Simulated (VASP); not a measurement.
These are PBEsol GGA, VASP's PBE PAW potentials (set 64) (plane waves; VASP 6.6.1) values and carry that method's errors.

The input files of a VASP run:

### KPOINTS
```
Automatic mesh
0
Gamma
  4 4 1
```

INCAR:
```
ALGO=Normal
DIPOL=0.5 0.5 0.5
EDIFF=1E-6
ENCUT=450
GGA=PS
IDIPOL=3
ISMEAR=0
LASPH=T
LCHARG=F
LDIPOL=T
LMAXMIX=4
LORBIT=11
LREAL=Auto
LVHAR=T
LWAVE=F
NELM=100
NELMIN=4
PREC=Normal
SIGMA=0.05
SYSTEM=ZnO(110) slab
```

File POSCAR:
```
ZnO(110) slab
1
    5.2238605491     0.0000000000     0.0000000000
    0.0000000000     5.6087154367     0.0000000000
    0.0000000000     0.0000000000    24.6600894924
Zn O
12 12
Direct
  0.0247361945   0.8747417824   0.6537858632
  0.5247361945   0.6252582176   0.6537858632
  0.9973383427   0.4099269239   0.6008763428
  0.4973383427   0.0900730761   0.6008763428
  0.9977048126   0.9148900892   0.5314289357
  0.4977048126   0.5851099108   0.5314289357
  0.9977048126   0.4148900892   0.4685710643
  0.4977048126   0.0851099108   0.4685710643
  0.9973383427   0.9099269239   0.3991236572
  0.4973383427   0.5900730761   0.3991236572
  0.0247361945   0.3747417824   0.3462141368
  0.5247361945   0.1252582176   0.3462141368
  0.3736931595   0.9248880437   0.6649709138
  0.8736931595   0.5751119563   0.6649709138
  0.3754114323   0.4205837201   0.5982371257
  0.8754114323   0.0794162799   0.5982371257
  0.3771160585   0.9193702693   0.5338162830
  0.8771160585   0.5806297307   0.5338162830
  0.3771160585   0.4193702693   0.4661837170
  0.8771160585   0.0806297307   0.4661837170
  0.3754114323   0.9205837201   0.4017628743
  0.8754114323   0.5794162799   0.4017628743
  0.3736931595   0.4248880437   0.3350290862
  0.8736931595   0.0751119563   0.3350290862
```

POTCAR, in this order: Zn O (PBE.64 set). Program: vasp_std. Read from the step before: WAVECAR.

Output

### OSZICAR
```
       N       E                     dE             d eps       ncg     rms          rms(c)
DAV:   1    -0.112674253570E+03   -0.11267E+03   -0.21502E-05  2991   0.875E-02    0.568E-03
DAV:   2    -0.112674253234E+03    0.33597E-06   -0.79194E-06  2644   0.482E-02    0.222E-03
DAV:   3    -0.112674252968E+03    0.26577E-06   -0.55448E-07  1546   0.604E-03    0.172E-03
DAV:   4    -0.112674252867E+03    0.10072E-06   -0.10547E-06  1481   0.763E-03
   1 F= -.11267425E+03 E0= -.11267425E+03  d E =-.488877E-17
```

### OUTCAR
```
------------------------ aborting loop because EDIFF is reached ----------------------------------------
  FORCE on cell =-STRESS in cart. coord.  units (eV):
  Direction    XX          YY          ZZ          XY          YZ          ZX
  --------------------------------------------------------------------------------------
  Total        1.6026368     -0.2031744     -2.1700610      0.0000000      0.0000000      0.0000000
  in kB        3.5538252     -0.4505364     -4.8120807      0.0000000      0.0000000      0.0000000
  external PRESSURE =      -0.5695973 kB  Pullay stress =       0.0000000 kB
  volume of cell :      722.52
      direct lattice vectors                 reciprocal lattice vectors
     5.223860549  0.000000000  0.000000000     0.191429306  0.000000000  0.000000000
     0.000000000  5.608715437  0.000000000     0.000000000  0.178293945  0.000000000
     0.000000000  0.000000000 24.660089492     0.000000000  0.000000000  0.040551353
 POSITION                                       TOTAL-FORCE (eV/Angst)
 -----------------------------------------------------------------------------------
      0.12922      4.90618     16.12242         0.005847      0.012976      0.008218
      2.74115      3.50690     16.12242         0.005847     -0.012976      0.008218
      5.20996      2.29916     14.81766        -0.001715      0.004088     -0.006203
      2.59803      0.50519     14.81766        -0.001715     -0.004088     -0.006203
      5.21187      5.13136     13.10509         0.000611     -0.012744      0.020745
      2.59994      3.28171     13.10509         0.000611      0.012744      0.020745
      5.21187      2.32700     11.55500         0.000611     -0.012744     -0.020745
      2.59994      0.47736     11.55500         0.000611      0.012744     -0.020745
      5.20996      5.10352      9.84243        -0.001715      0.004088      0.006203
      2.59803      3.30955      9.84243        -0.001715     -0.004088      0.006203
      0.12922      2.10182      8.53767         0.005847      0.012976     -0.008218
      2.74115      0.70254      8.53767         0.005847     -0.012976     -0.008218
      1.95212      5.18743     16.39824        -0.003842      0.011844     -0.003410
      4.56405      3.22564     16.39824        -0.003842     -0.011844     -0.003410
      1.96110      2.35893     14.75258        -0.001002      0.009350      0.004318
      4.57303      0.44542     14.75258        -0.001002     -0.009350      0.004318
      1.97000      5.15649     13.16396         0.000101      0.007697     -0.005183
      4.58193      3.25659     13.16396         0.000101     -0.007697     -0.005183
      1.97000      2.35213     11.49613         0.000101      0.007697      0.005183
      4.58193      0.45223     11.49613         0.000101     -0.007697      0.005183
      1.96110      5.16329      9.90751        -0.001002      0.009350     -0.004318
      4.57303      3.24978      9.90751        -0.001002     -0.009350     -0.004318
      1.95212      2.38308      8.26185        -0.003842      0.011844      0.003410
      4.56405      0.42128      8.26185        -0.003842     -0.011844      0.003410
 -----------------------------------------------------------------------------------
    total drift:                                0.069857      0.000000     -0.000255
  FREE ENERGIE OF THE ION-ELECTRON SYSTEM (eV)
  ---------------------------------------------------
  free  energy   TOTEN  =      -112.6742528675 eV

  energy  without entropy=     -112.6742528675  energy(sigma->0) =     -112.67425287

 total charge

# of ion       s       p       d       tot
------------------------------------------
    1        0.523   0.503   9.886  10.913
    2        0.523   0.503   9.886  10.913
    3        0.468   0.505   9.905  10.878
    4        0.468   0.505   9.905  10.878
    5        0.464   0.496   9.901  10.862
    6        0.464   0.496   9.901  10.862
    7        0.464   0.496   9.901  10.862
    8        0.464   0.496   9.901  10.862
    9        0.468   0.505   9.905  10.878
   10        0.468   0.505   9.905  10.878
   11        0.523   0.503   9.886  10.913
   12        0.523   0.503   9.886  10.913
   13        1.563   3.418   0.000   4.981
   14        1.563   3.418   0.000   4.981
   15        1.556   3.442   0.000   4.998
   16        1.556   3.442   0.000   4.998
   17        1.555   3.435   0.000   4.991
   18        1.555   3.435   0.000   4.991
   19        1.555   3.435   0.000   4.991
   20        1.555   3.435   0.000   4.991
   21        1.556   3.442   0.000   4.998
   22        1.556   3.442   0.000   4.998
   23        1.563   3.418   0.000   4.981
   24        1.563   3.418   0.000   4.981
--------------------------------------------------
tot         24.518  47.200 118.769 190.487
```
(Selected blocks of OUTCAR.)

**OUTCAR**
```
 val. band max:       -3.3534689529   @ k =   0.0000   0.0000   0.0000

 cond. band min:      -2.1120697507   @ k =   0.0000   0.0000   0.0000


 Fermi energy:        -3.0634714183

 k-point     1 :       0.0000    0.0000    0.0000
  band No.  band energies     occupation
      1     -21.2885      2.00000
      2     -21.0687      2.00000
      3     -20.6889      2.00000
      4     -20.6730      2.00000
      5     -20.6569      2.00000
      6     -20.4860      2.00000
      7     -20.4831      2.00000
      8     -20.4372      2.00000
      9     -20.2617      2.00000
     10     -20.2574      2.00000
     11     -20.0517      2.00000
     12     -20.0507      2.00000
     13      -9.3047      2.00000
     14      -9.2503      2.00000
     15      -9.2414      2.00000
     16      -9.2205      2.00000
     17      -9.2091      2.00000
     18      -9.1679      2.00000
     19      -9.1606      2.00000
     20      -9.1392      2.00000
     21      -9.0772      2.00000
     22      -9.0754      2.00000
     23      -9.0434      2.00000
     24      -9.0243      2.00000
     25      -8.9816      2.00000
     26      -8.9072      2.00000
     27      -8.9016      2.00000
     28      -8.8466      2.00000
     29      -8.8358      2.00000
     30      -8.8339      2.00000
     31      -8.7867      2.00000
     32      -8.7705      2.00000
     33      -8.6808      2.00000
     34      -8.6462      2.00000
     35      -8.6391      2.00000
     36      -8.5753      2.00000
     37      -8.5526      2.00000
     38      -8.5459      2.00000
     39      -8.4981      2.00000
     40      -8.4839      2.00000
     41      -8.3874      2.00000
     42      -8.3443      2.00000
     43      -8.3411      2.00000
     44      -8.1830      2.00000
     45      -8.1555      2.00000
     46      -8.1483      2.00000
     47      -8.1339      2.00000
     48      -8.1205      2.00000
     49      -8.1018      2.00000
     50      -8.0719      2.00000
     51      -8.0470      2.00000
...
```

At this cut-off the stress carries a Pulay error, which pulls relaxed volumes low.

The cell is a thin slab with vacuum, built from ZnO (wurtzite): (110) face.
